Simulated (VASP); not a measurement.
Calculation: PBE GGA, VASP's PBE PAW potentials (set 64) (plane waves; VASP).

VASP input:

**INCAR**
```
# general
SYSTEM =Ga2O3
PREC   =Accurate
ENCUT  =400
LREAL  =.False.
LASPH  =.True.

# electronic loop
EDIFF  =1E-6
NELM   =100
ALGO   =Normal
LMAXMIX=4

# smearing
ISMEAR =0
SIGMA  =0.01

# functional
GGA    =PE

# ions
ISIF   =2

# output
LWAVE  =.False.
LCHARG =.False.
```

### KPOINTS
```
kpoints
0
gamma
 7 7 4
```

**POSCAR**
```
Ga2O3
1
    6.1623400000    -1.5292710000     0.0000000000
    6.1623400000     1.5292710000     0.0000000000
   -1.3891100000     0.0000000000     5.6706910000
Ga O
4 6
Direct
  0.3411600000   0.3411600000   0.6852700000
  0.6588400000   0.6588400000   0.3147300000
  0.9095300000   0.9095300000   0.2052100000
  0.0904700000   0.0904700000   0.7947900000
  0.5035300000   0.5035300000   0.7433400000
  0.4964700000   0.4964700000   0.2566600000
  0.8266300000   0.8266300000   0.4367700000
  0.1733700000   0.1733700000   0.5632300000
  0.1645000000   0.1645000000   0.1091500000
  0.8355000000   0.8355000000   0.8908500000
```

POTCAR, in this order: Ga_d O (PBE.64 set). Program: vasp_std.

Output of the run:

### OUTCAR
```
 ion  position               nearest neighbor table
   1  0.341  0.341  0.685-   5 1.95  10 1.96  10 1.96   8 2.02   7 2.09   7 2.09
   2  0.659  0.659  0.315-   6 1.95   9 1.96   9 1.96   7 2.02   8 2.09   8 2.09
   3  0.910  0.910  0.205-  10 1.85   6 1.85   6 1.85   7 1.88
   4  0.090  0.090  0.795-   9 1.85   5 1.85   5 1.85   8 1.88
   5  0.504  0.504  0.743-   4 1.85   4 1.85   1 1.95
   6  0.496  0.496  0.257-   3 1.85   3 1.85   2 1.95
   7  0.827  0.827  0.437-   3 1.88   2 2.02   1 2.09   1 2.09
   8  0.173  0.173  0.563-   4 1.88   1 2.02   2 2.09   2 2.09
   9  0.164  0.164  0.109-   4 1.85   2 1.96   2 1.96
  10  0.836  0.836  0.891-   3 1.85   1 1.96   1 1.96
  LATTYP: Found a base centered monoclinic cell.
 ALAT       =    12.3246800000
 B/A-ratio  =     0.2481640091
 C/A-ratio  =     0.4737123207
 COS(beta)  =    -0.2379284116
 Subroutine PRICEL returns:
 Original cell was already a primitive cell.
 Subroutine GETGRP returns: Found  4 space group operations
The static configuration has the point symmetry C_2h.
The dynamic configuration has the point symmetry C_2h.
 Subroutine INISYM returns: Found  4 space group operations
 Subroutine IBZKPT returns following result:
 Found     60 irreducible k-points:

...
```

OSZICAR:
```
       N       E                     dE             d eps       ncg     rms          rms(c)
DAV:   1     0.109425416307E+04    0.10943E+04   -0.34999E+04  7052   0.265E+03
DAV:   2     0.149934673201E+03   -0.94432E+03   -0.90563E+03  6880   0.712E+02
DAV:   3    -0.526505940043E+02   -0.20259E+03   -0.19691E+03  7196   0.234E+02
DAV:   4    -0.683457956867E+02   -0.15695E+02   -0.15571E+02  8184   0.715E+01
DAV:   5    -0.687563961804E+02   -0.41060E+00   -0.40965E+00  7820   0.115E+01    0.173E+01
DAV:   6    -0.596468437372E+02    0.91096E+01   -0.34966E+01 11800   0.631E+01    0.503E+00
DAV:   7    -0.597962080074E+02   -0.14936E+00   -0.31218E+00  6900   0.987E+00    0.349E+00
DAV:   8    -0.597667196408E+02    0.29488E-01   -0.52708E-01  9248   0.659E+00    0.117E+00
DAV:   9    -0.597366463213E+02    0.30073E-01   -0.13786E-01  9804   0.468E+00    0.256E-01
DAV:  10    -0.597378103534E+02   -0.11640E-02   -0.20809E-02  9040   0.134E+00    0.149E-01
DAV:  11    -0.597381887588E+02   -0.37841E-03   -0.29566E-03  7144   0.764E-01    0.905E-02
DAV:  12    -0.597382659534E+02   -0.77195E-04   -0.12206E-03  9356   0.507E-01    0.242E-02
DAV:  13    -0.597382774010E+02   -0.11448E-04   -0.19651E-04  9576   0.117E-01    0.111E-02
DAV:  14    -0.597382799826E+02   -0.25816E-05   -0.57695E-05  8400   0.646E-02    0.925E-03
DAV:  15    -0.597382790961E+02    0.88649E-06   -0.62461E-06  7588   0.294E-02
   1 F= -.59738279E+02 E0= -.59738279E+02  d E =-.769756E-54
```

### OUTCAR
```
------------------------ aborting loop because EDIFF is reached ----------------------------------------
  FORCE on cell =-STRESS in cart. coord.  units (eV):
  Direction    XX          YY          ZZ          XY          YZ          ZX
  --------------------------------------------------------------------------------------
  Total       -0.5060563     -0.3159434     -0.6114258      0.0000000      0.0000000      0.0937547
  in kB       -7.5860089     -4.7361318     -9.1655442      0.0000000      0.0000000      1.4054246
  external PRESSURE =      -7.1625616 kB  Pullay stress =       0.0000000 kB
  volume of cell :      106.88
      direct lattice vectors                 reciprocal lattice vectors
     6.162340000 -1.529271000  0.000000000     0.081138009 -0.326953169  0.019875818
     6.162340000  1.529271000  0.000000000     0.081138009  0.326953169  0.019875818
    -1.389110000  0.000000000  5.670691000     0.000000000  0.000000000  0.176345352
 POSITION                                       TOTAL-FORCE (eV/Angst)
 -----------------------------------------------------------------------------------
      3.25277      0.00000      3.88595         0.038178      0.000000      0.075587
      7.68280      0.00000      1.78474        -0.038178      0.000000     -0.075587
     10.92461      0.00000      1.16368         0.047042      0.000000     -0.032654
      0.01096      0.00000      4.50701        -0.047042      0.000000      0.032654
      5.17327      0.00000      4.21525         0.043082      0.000000     -0.007027
      5.76230      0.00000      1.45544        -0.043082      0.000000      0.007027
      9.58123      0.00000      2.47679         0.039022      0.000000     -0.015407
      1.35434      0.00000      3.19390        -0.039022      0.000000      0.015407
      1.87579      0.00000      0.61896         0.101428      0.000000     -0.009799
      9.05978      0.00000      5.05174        -0.101428      0.000000      0.009799
 -----------------------------------------------------------------------------------
    total drift:                                0.000000     -0.000000      0.000000
  FREE ENERGIE OF THE ION-ELECTRON SYSTEM (eV)
  ---------------------------------------------------
  free  energy   TOTEN  =       -59.7382790961 eV

  energy  without entropy=      -59.7382790961  energy(sigma->0) =      -59.73827910
```
(Selected blocks of OUTCAR.)

At this cut-off the stress carries a Pulay error, which pulls relaxed volumes low.

The structure comes from a computed database's Ga2O3 entry; how it stands against other phases isn't given here. The cell was not relaxed at this level.
